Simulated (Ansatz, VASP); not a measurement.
# ZnS (Wurtzite-2H): VASP beside Ansatz

Aim: how closely do two programs agree when they are given the same cell, functional and k mesh? The cell is taken from a series of runs on this material, whose earlier steps may have relaxed, scaled, displaced or heated it; both programs get it as it stands.

Main program and level: Ansatz 0.2.0; plane waves, with VASP 6.6.1 beside it; zone-centre phonons at LDA.

## 1. Starting point

Symmetry: P6_3mc, No. 186, hexagonal system. The conventional cell has a = 3.631 Å, b = 3.631 Å, c = 5.991 Å, α = 90.00°, β = 90.00°, γ = 120.00°. Nearest to S lie 4 Zn at 2.23 Å. Nearest to Zn lie 4 S at 2.23 Å. Farther neighbours and most contacts between anions are not listed.

Coordinates:

```cif
data_structure
_symmetry_space_group_name_H-M 'P 1'
_symmetry_Int_Tables_number 1
_cell_length_a 3.6306
_cell_length_b 3.6306
_cell_length_c 5.9912
_cell_angle_alpha 90.000
_cell_angle_beta 90.000
_cell_angle_gamma 120.000
_cell_volume 68.39
loop_
_atom_site_label
_atom_site_type_symbol
_atom_site_fract_x
_atom_site_fract_y
_atom_site_fract_z
_atom_site_occupancy
S1 S 0.33333 0.66667 0.37869 1
S2 S 0.66667 0.33333 0.87869 1
Zn3 Zn 0.33333 0.66667 0.00631 1
Zn4 Zn 0.66667 0.33333 0.50631 1
```

## 2. VASP: zone-centre phonons, LDA

Second derivatives magnify differences that forces hide, and they need a tight electronic threshold.

Lines of VASP's logs that name or quote its potential files are left out, and so is its time.

Input file INCAR:

```
SYSTEM = ZnS
PREC = Accurate
ENCUT = 500
EDIFF = 1E-08
NELM = 120
ISMEAR = 0
SIGMA = 0.01
LREAL = .FALSE.
ALGO = Normal
GGA = PW92
NBANDS = 24
LORBIT = 11
LWAVE = .FALSE.
LCHARG = .FALSE.
ISIF = 2
IBRION = 8
LEPSILON = .TRUE.
LASPH = .TRUE.
GGA_COMPAT = .FALSE.
EFERMI = MIDGAP
KPAR = 2
```

Input file POSCAR:

```
ZnS
1.0
    3.6306086320      0.0000000000      0.0000000000
   -1.8153043160      3.1441993065      0.0000000000
    0.0000000000      0.0000000000      5.9911995088
S Zn
2 2
Direct
    0.3333333334      0.6666666668      0.3786933308
    0.6666666668      0.3333333334      0.8786933308
    0.3333333334      0.6666666668      0.0063066692
    0.6666666668      0.3333333334      0.5063066692
```

Input file KPOINTS:

```
Automatic mesh
0
Gamma
12 12 8
0 0 0
```

PAW data sets: S and Zn (LDA family, release 64).

Run with:

```console
> mpirun -np 2 vasp_std
```

Numbers of over 12 decimals in the logs are rounded to 6 here.

Log:

```text
[banner, memory and clock lines left out]
running    2 mpi-ranks, on    1 nodes
 distrk:  each k-point on    1 cores,    2 groups
 distr:  one band on    1 cores,    1 groups

 POSCAR found type information on POSCAR S Zn
 POSCAR found :  2 types and       4 ions
|                                                                             |
|               ----> ADVICE to this user running VASP <----                  |
|                                                                             |
|     You enforced a specific xc type in the INCAR file but a different       |
|     [... a line on the potential file left out ...]
|     I HOPE YOU KNOW WHAT YOU ARE DOING!                                     |
|                                                                             |

 LDA part: xc-table for (Slater(with rela. corr.)+PW92), standard interpolation
 POSCAR, INCAR and KPOINTS ok, starting setup
 FFT: planning ... GRIDC
 FFT: planning ... GRID_SOFT
 FFT: planning ... GRID
 WAVECAR not read
 entering main loop
       N       E                     dE             d eps       ncg     rms          rms(c)
DAV:   1     0.236012718410E+03    0.23601E+03   -0.17232E+04  4560   0.186E+03
DAV:   2     0.406376387252E+01   -0.23195E+03   -0.22397E+03  4784   0.369E+02
DAV:   3    -0.167505450746E+02   -0.20814E+02   -0.20710E+02  5744   0.114E+02
DAV:   4    -0.171731447235E+02   -0.42260E+00   -0.42232E+00  5272   0.167E+01
DAV:   5    -0.171810399619E+02   -0.78952E-02   -0.78944E-02  5832   0.219E+00    0.128E+01
DAV:   6    -0.162747609058E+02    0.90628E+00   -0.20154E+00  6344   0.452E+01    0.944E+00
DAV:   7    -0.162710398456E+02    0.37211E-02   -0.19961E+00  4864   0.874E+00    0.357E+00
DAV:   8    -0.162436498415E+02    0.27390E-01   -0.67881E-02  5992   0.196E+00    0.114E+00
DAV:   9    -0.162401889660E+02    0.34609E-02   -0.26017E-02  6256   0.164E+00    0.305E-01
DAV:  10    -0.162402206521E+02   -0.31686E-04   -0.72794E-04  5656   0.379E-01    0.192E-01
DAV:  11    -0.162402436540E+02   -0.23002E-04   -0.51436E-05  5736   0.798E-02    0.639E-02
DAV:  12    -0.162402378421E+02    0.58119E-05   -0.31148E-05  6416   0.128E-01    0.221E-02
DAV:  13    -0.162402382623E+02   -0.42023E-06   -0.39760E-06  6616   0.341E-02    0.370E-03
DAV:  14    -0.162402382189E+02    0.43412E-07   -0.68190E-07  5752   0.142E-02    0.343E-03
DAV:  15    -0.162402381973E+02    0.21532E-07   -0.39129E-07  6984   0.682E-03    0.179E-03
DAV:  16    -0.162402381987E+02   -0.13415E-08   -0.82037E-08  5424   0.388E-03
   1 F= -.16240238E+02 E0= -.16240238E+02  d E =0.000000E+00
 Linear response reoptimize wavefunctions to high precision
DAV:   1    -0.162402381985E+02    0.18736E-09   -0.55651E-09  4328   0.112E-03
DAV:   2    -0.162402381985E+02   -0.21373E-10   -0.58766E-10  2720   0.212E-04
 Linear response G [H, r] |phi>, progress :
  Direction:   1
       N       E                     dE             d eps       ncg     rms
RMM:   1    -0.796061455952E+02   -0.79606E+02    0.54086E+02  8870   0.101E+02
RMM:   2    -0.895692390775E+02   -0.99631E+01   -0.33183E+01  7339   0.387E+01
RMM:   3    -0.901629601814E+02   -0.59372E+00   -0.26555E+00  8131   0.106E+01
RMM:   4    -0.901914563154E+02   -0.28496E-01   -0.13976E-01  8269   0.224E+00
RMM:   5    -0.901930041829E+02   -0.15479E-02   -0.15670E-02  8338   0.594E-01
RMM:   6    -0.901932080414E+02   -0.20386E-03   -0.20849E-03  8407   0.175E-01
RMM:   7    -0.901932763341E+02   -0.68293E-04   -0.50642E-04  8529   0.593E-02
RMM:   8    -0.901932834580E+02   -0.71240E-05   -0.11935E-04  8623   0.218E-02
RMM:   9    -0.901932874861E+02   -0.40281E-05    0.19839E-05  8486   0.888E-03
RMM:  10    -0.901932862148E+02    0.12713E-05    0.13611E-04  6790   0.395E-03
RMM:  11    -0.901932862395E+02   -0.24684E-07    0.13353E-04  5801   0.189E-03
RMM:  12    -0.901932860487E+02    0.19081E-06    0.14164E-04  5205   0.121E-03
RMM:  13    -0.901932858667E+02    0.18193E-06    0.13165E-04  4901   0.931E-04
RMM:  14    -0.901932860312E+02   -0.16442E-06    0.11130E-04  4688   0.816E-04
RMM:  15    -0.901932859394E+02    0.91776E-07    0.12846E-04  4557   0.769E-04
RMM:  16    -0.901932860000E+02   -0.60584E-07    0.12997E-04  4407   0.743E-04
RMM:  17    -0.901932857346E+02    0.26540E-06    0.13385E-04  4293   0.738E-04
RMM:  18    -0.901932859166E+02   -0.18200E-06    0.13026E-04  4144   0.728E-04
 Linear response G [H, r] |phi>, progress :
  Direction:   2
       N       E                     dE             d eps       ncg     rms
RMM:   1    -0.948036817638E+02   -0.94804E+02    0.34137E+02  8910   0.967E+01
RMM:   2    -0.101604544553E+03   -0.68009E+01   -0.26241E+01  7255   0.370E+01
RMM:   3    -0.102192848376E+03   -0.58830E+00   -0.21447E+00  8136   0.976E+00
RMM:   4    -0.102225022798E+03   -0.32174E-01   -0.10413E-01  8197   0.211E+00
[...]
RMM:   9    -0.998011813172E+00    0.22057E-04    0.24413E-06 28000   0.480E-03    0.125E-03
RMM:  10    -0.998010497203E+00    0.13160E-05    0.61062E-07 28144   0.192E-03    0.333E-04
RMM:  11    -0.998015708678E+00   -0.52115E-05   -0.86622E-08 26299   0.722E-04    0.172E-04
RMM:  12    -0.998015578240E+00    0.13044E-06   -0.11374E-07 25035   0.354E-04    0.353E-05
RMM:  13    -0.998015192335E+00    0.38590E-06    0.61331E-09 15708   0.162E-04    0.471E-06
[...]
RMM:  12    -0.102762277445E+01    0.20518E-06   -0.31261E-08  6662   0.248E-04    0.451E-05
RMM:  13    -0.102762289132E+01   -0.11687E-06   -0.28380E-08  5091   0.122E-04    0.106E-05
RMM:  14    -0.102762304019E+01   -0.14887E-06    0.52155E-09  3642   0.780E-05    0.655E-06
 change of polarisation eV/A/(eV/A) component  3 :    -0.212    -0.178     1.961
 dielectric tensor                  component  3 :    -0.562    -0.470     6.188
 Linear response DOF=           4
 Linear response progress:
  Degree of freedom:   1/  4
       N       E                     dE             d eps       ncg     rms          rms(c)
RMM:   1    -0.107001939556E+00   -0.10700E+00    0.50230E-02 69641   0.210E+00
RMM:   2    -0.103426851901E+00    0.35751E-02   -0.72449E-03 42777   0.720E-01    0.194E-01
RMM:   3    -0.103910924998E+00   -0.48407E-03   -0.68754E-04 48428   0.173E-01    0.939E-02
RMM:   4    -0.104310406372E+00   -0.39948E-03   -0.10405E-04 47137   0.580E-02    0.230E-02
RMM:   5    -0.104364222107E+00   -0.53816E-04   -0.10824E-05 50185   0.156E-02    0.107E-02
RMM:   6    -0.104334726763E+00    0.29495E-04   -0.15710E-06 49814   0.558E-03    0.392E-03
RMM:   7    -0.104345228494E+00   -0.10502E-04   -0.11128E-08 47797   0.211E-03    0.104E-03
RMM:   8    -0.104343580168E+00    0.16483E-05   -0.41958E-08 49942   0.690E-04    0.757E-05
RMM:   9    -0.104342816600E+00    0.76357E-06   -0.72324E-09 49214   0.219E-04    0.533E-05
RMM:  10    -0.104342687605E+00    0.12900E-06    0.52811E-09 51214   0.800E-05    0.128E-05
RMM:  11    -0.104342823711E+00   -0.13611E-06    0.17521E-09 47569   0.408E-05    0.359E-06
RMM:  12    -0.104342784487E+00    0.39224E-07    0.14263E-08 47913   0.218E-05    0.910E-07
RMM:  13    -0.104342782290E+00    0.21967E-08    0.62317E-09 38135   0.130E-05    0.819E-07
 first order change of Fermi-energy  -0.49252E-01
 force on displaced ion       1 direction 1 :  -9.644   0.000   0.000
 Born effective charge ion    1 direction 1 :  -1.723  -0.000  -0.000
 Linear response progress:
  Degree of freedom:   2/  4
       N       E                     dE             d eps       ncg     rms          rms(c)
RMM:   1    -0.130518664320E+00   -0.13052E+00    0.62059E-02 16241   0.215E+00
RMM:   2    -0.124643754751E+00    0.58749E-02   -0.90081E-03  9408   0.846E-01    0.238E-01
RMM:   3    -0.124934734459E+00   -0.29098E-03   -0.12537E-03 10935   0.217E-01    0.120E-01
RMM:   4    -0.125181903476E+00   -0.24717E-03   -0.10665E-04  9876   0.715E-02    0.383E-02
RMM:   5    -0.125215916926E+00   -0.34013E-04   -0.52524E-05 10590   0.301E-02    0.987E-03
RMM:   6    -0.125198283667E+00    0.17633E-04   -0.78994E-06 10982   0.866E-03    0.547E-03
RMM:   7    -0.125198491050E+00   -0.20738E-06   -0.11541E-06 11445   0.216E-03    0.276E-03
RMM:   8    -0.125201505361E+00   -0.30143E-05    0.86328E-07  9943   0.179E-03    0.311E-04
RMM:   9    -0.125201943881E+00   -0.43852E-06   -0.20375E-07 11512   0.487E-04    0.131E-04
RMM:  10    -0.125201826284E+00    0.11760E-06   -0.27368E-07 11109   0.187E-04    0.282E-05
RMM:  11    -0.125201940111E+00   -0.11383E-06   -0.79832E-08 10123   0.909E-05    0.216E-05
RMM:  12    -0.125201851068E+00    0.89043E-07   -0.80019E-08 11299   0.361E-05    0.364E-06
RMM:  13    -0.125201868090E+00   -0.17022E-07   -0.61580E-08 11510   0.183E-05    0.306E-06
RMM:  14    -0.125201878036E+00   -0.99459E-08   -0.73326E-08 10022   0.130E-05    0.892E-07
 first order change of Fermi-energy  -0.63617E-01
 force on displaced ion       1 direction 3 :   0.000  -0.000 -13.291
 Born effective charge ion    1 direction 3 :   0.000   0.000  -1.831
 Linear response progress:
  Degree of freedom:   3/  4
       N       E                     dE             d eps       ncg     rms          rms(c)
RMM:   1    -0.212782493356E+00   -0.21278E+00    0.17554E-02 42614   0.203E+00
RMM:   2    -0.210270624510E+00    0.25119E-02   -0.41174E-03 42908   0.512E-01    0.152E-01
RMM:   3    -0.210158746067E+00    0.11188E-03   -0.18875E-04 50096   0.842E-02    0.882E-02
RMM:   4    -0.209996368414E+00    0.16238E-03   -0.32602E-05 50236   0.313E-02    0.636E-03
RMM:   5    -0.209995861411E+00    0.50700E-06   -0.39238E-06 51366   0.589E-03    0.226E-03
RMM:   6    -0.210001252243E+00   -0.53908E-05   -0.32648E-07 51522   0.243E-03    0.344E-04
RMM:   7    -0.210001966500E+00   -0.71426E-06   -0.46198E-07 51720   0.728E-04    0.189E-04
RMM:   8    -0.210002444744E+00   -0.47824E-06   -0.25685E-07 50820   0.299E-04    0.409E-05
RMM:   9    -0.210002313478E+00    0.13127E-06   -0.98516E-08 51802   0.897E-05    0.253E-05
RMM:  10    -0.210002187403E+00    0.12607E-06   -0.31787E-08 50499   0.428E-05    0.314E-06
RMM:  11    -0.210002173335E+00    0.14068E-07   -0.23244E-08 50721   0.196E-05    0.102E-06
RMM:  12    -0.210002176327E+00   -0.29913E-08   -0.13646E-08 41685   0.117E-05    0.465E-07
 first order change of Fermi-energy  -0.12867E+00
 force on displaced ion       3 direction 1 :  -8.872   0.000   0.000
 Born effective charge ion    3 direction 1 :   1.723  -0.000  -0.000
 Linear response progress:
  Degree of freedom:   4/  4
       N       E                     dE             d eps       ncg     rms          rms(c)
RMM:   1    -0.220909925767E+00   -0.22091E+00    0.15532E-02  9643   0.205E+00
RMM:   2    -0.217301031744E+00    0.36089E-02   -0.45568E-03  9733   0.546E-01    0.183E-01
RMM:   3    -0.217092076097E+00    0.20896E-03   -0.24823E-04 11229   0.103E-01    0.961E-02
RMM:   4    -0.216868555363E+00    0.22352E-03   -0.43765E-05 11121   0.513E-02    0.228E-02
RMM:   5    -0.216841119914E+00    0.27435E-04    0.12064E-06 11544   0.167E-02    0.689E-03
RMM:   6    -0.216849050715E+00   -0.79308E-05    0.34811E-06 10762   0.531E-03    0.388E-03
RMM:   7    -0.216856016709E+00   -0.69660E-05    0.32633E-06 10958   0.311E-03    0.105E-03
RMM:   8    -0.216857496181E+00   -0.14795E-05   -0.64142E-07 11465   0.967E-04    0.226E-04
RMM:   9    -0.216857297360E+00    0.19882E-06   -0.16881E-07 11651   0.290E-04    0.883E-05
RMM:  10    -0.216857055501E+00    0.24186E-06   -0.15753E-07 11666   0.137E-04    0.296E-05
RMM:  11    -0.216857030083E+00    0.25419E-07   -0.16529E-07 11718   0.498E-05    0.938E-06
RMM:  12    -0.216857036219E+00   -0.61361E-08   -0.27256E-08 11402   0.261E-05    0.843E-06
 first order change of Fermi-energy   0.63572E-01
 force on displaced ion       3 direction 3 :   0.000   0.000 -10.909
 Born effective charge ion    3 direction 3 :  -0.000  -0.000   1.831
 Born effective charges drift removed
 Linear response finished
```

(Part 1 of 3 ends here.)

[Lines on the potential files, build, host, timing and source positions are cut from VASP's logs without a mark.]

[Logs are printed without paths, hosts, clocks, repeated set-up lines and the standing remarks that a program may print on its own settings, such as how far it seeks lower states.]

[Hosts, paths, dates, database ids (printed as entryN), source tags and the programs' standing remarks are cut or masked in the printed files.]
